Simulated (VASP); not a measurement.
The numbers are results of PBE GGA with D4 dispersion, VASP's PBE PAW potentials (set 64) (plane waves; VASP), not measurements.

Input for VASP

KPOINTS:
```
Regular mesh
0
Gamma
  6 6 4
0 0 0
```

### POSCAR
```
Te
1
    2.1574452779    -3.7368045638     0.0000000000
    2.1574452779     3.7368045638     0.0000000000
    0.0000000000     0.0000000000     5.9860937321
Te
3
Direct
  1.0000000000   0.2820795452   0.6666670000
  0.7179204548   0.7179204548   1.0000000000
  0.2820795452   1.0000000000   0.3333330000
```

INCAR:
```
# general
SYSTEM   =  Te
PREC     =  Accurate
ENCUT    =  520   # plane-wave cut-off (eV)
LREAL    =  .FALSE.
LASPH    =  .TRUE.   # aspherical one-centre terms

# electronic loop
EDIFF    =  1E-7
NELM     =  100
ALGO     =  Normal   # blocked Davidson
LMAXMIX  =  4   # l cut-off of mixed one-centre charges

# smearing
ISMEAR   =  0   # Gaussian
SIGMA    =  0.05   # width (eV)

# functional
GGA      =  PE
IVDW     =  13

# ions
IBRION   =  2
NSW      =  30   # most ionic steps
ISIF     =  4
EDIFFG   =  -0.01

# output
LWAVE    =  .FALSE.
LCHARG   =  .FALSE.
```

POTCAR, in this order: Te (PBE.64 set). Program: vasp_std.

Output

### OSZICAR
```
       N       E                     dE             d eps       ncg     rms          rms(c)
DAV:   1     0.786752805878E+02    0.78675E+02   -0.65607E+03   624   0.111E+03
DAV:   2    -0.399785235201E+01   -0.82673E+02   -0.79269E+02   826   0.157E+02
DAV:   3    -0.927535927216E+01   -0.52775E+01   -0.52295E+01   769   0.451E+01
DAV:   4    -0.937349593144E+01   -0.98137E-01   -0.97988E-01   743   0.734E+00
DAV:   5    -0.937543874261E+01   -0.19428E-02   -0.19428E-02   775   0.102E+00    0.130E+01
DAV:   6    -0.936745305594E+01    0.79857E-02   -0.14326E-02   664   0.845E-01    0.818E+00
DAV:   7    -0.936819437863E+01   -0.74132E-03   -0.28997E-02   664   0.120E+00    0.279E-01
DAV:   8    -0.936773747102E+01    0.45691E-03   -0.49148E-03   634   0.455E-01    0.125E-01
DAV:   9    -0.936776739887E+01   -0.29928E-04   -0.15069E-04   809   0.939E-02    0.935E-02
DAV:  10    -0.936779704490E+01   -0.29646E-04   -0.40191E-05   649   0.461E-02    0.169E-02
DAV:  11    -0.936779426897E+01    0.27759E-05   -0.10189E-05   659   0.223E-02    0.705E-03
DAV:  12    -0.936779444617E+01   -0.17720E-06   -0.10920E-06   729   0.690E-03    0.251E-03
DAV:  13    -0.936779445504E+01   -0.88701E-08   -0.40970E-07   644   0.443E-03
   1 F= -.10867029E+02 E0= -.10866494E+02  d E =-.108670E+02
       N       E                     dE             d eps       ncg     rms          rms(c)
DAV:   1    -0.936788219506E+01   -0.87749E-04   -0.27001E-03   624   0.304E-01    0.318E-02
DAV:   2    -0.936789167730E+01   -0.94822E-05   -0.11070E-04   724   0.700E-02    0.856E-03
DAV:   3    -0.936789118441E+01    0.49289E-06   -0.12442E-06   679   0.940E-03    0.558E-03
DAV:   4    -0.936789058615E+01    0.59827E-06   -0.20212E-07   417   0.318E-03    0.138E-03
DAV:   5    -0.936789051148E+01    0.74670E-07   -0.38221E-08   312   0.150E-03
   2 F= -.10867129E+02 E0= -.10866593E+02  d E =-.992423E-04
       N       E                     dE             d eps       ncg     rms          rms(c)
DAV:   1    -0.936792338311E+01   -0.32797E-04   -0.20219E-02   624   0.831E-01    0.863E-02
DAV:   2    -0.936799728402E+01   -0.73901E-04   -0.82437E-04   724   0.191E-01    0.242E-02
DAV:   3    -0.936799594569E+01    0.13383E-05   -0.92570E-06   679   0.257E-02    0.156E-02
DAV:   4    -0.936799444891E+01    0.14968E-05   -0.16690E-06   697   0.861E-03    0.438E-03
DAV:   5    -0.936799421158E+01    0.23733E-06   -0.12735E-07   342   0.256E-03    0.116E-03
DAV:   6    -0.936799418523E+01    0.26356E-07   -0.22693E-08   312   0.123E-03
   3 F= -.10867241E+02 E0= -.10866705E+02  d E =-.211199E-03
```

### OUTCAR
```
------------------------ aborting loop because EDIFF is reached ----------------------------------------
  Edisp (eV):   -1.49925
  FORCE on cell =-STRESS in cart. coord.  units (eV):
  Direction    XX          YY          ZZ          XY          YZ          ZX
  --------------------------------------------------------------------------------------
  Total      -0.05077    -0.05077    -0.07021     0.00000     0.00000    -0.00000
  in kB      -0.84283    -0.84283    -1.16538     0.00000     0.00000    -0.00000
  external pressure =       -0.95 kB  Pullay stress =        0.00 kB
  volume of cell :       96.52
      direct lattice vectors                 reciprocal lattice vectors
     2.156841049 -3.735758009 -0.000000000     0.231820514 -0.133841646 -0.000000000
     2.156841049  3.735758009  0.000000000     0.231820514  0.133841646  0.000000000
     0.000000000 -0.000000000  5.989448154    -0.000000000 -0.000000000  0.166960290
 POSITION                                       TOTAL-FORCE (eV/Angst)
 -----------------------------------------------------------------------------------
      2.76777     -2.67760      3.99297         0.000604      0.001046     -0.000000
      3.09182      0.00000      0.00000        -0.001208      0.000000     -0.000000
      2.76777      2.67760      1.99648         0.000604     -0.001046      0.000000
 -----------------------------------------------------------------------------------
    total drift:                               -0.000189     -0.000394      0.000015
  FREE ENERGIE OF THE ION-ELECTRON SYSTEM (eV)
  ---------------------------------------------------
  free  energy   TOTEN  =       -10.8672405915 eV

  energy  without entropy=      -10.8661696017  energy(sigma->0) =      -10.86670510

 reached required accuracy - stopping structural energy minimisation
```
(Selected blocks of OUTCAR.)

CONTCAR:
```
Te
   1.00000000000000
     2.1568410490465322   -3.7357580086476578   -0.0000000000000000
     2.1568410490465322    3.7357580086476578    0.0000000000000000
     0.0000000000000000   -0.0000000000000000    5.9894481540316526
  Te
     3
Direct
     0.9999999999999952    0.2832516105242287    0.6666669999999968
     0.7167483894757760    0.7167483894757760    0.0000000000000000
     0.2832516105242287    0.9999999999999952    0.3333330000000032
```

The compound is Te in the trig structure. This run relaxes it. Symmetry was kept, so distortions that lower it aren't found.
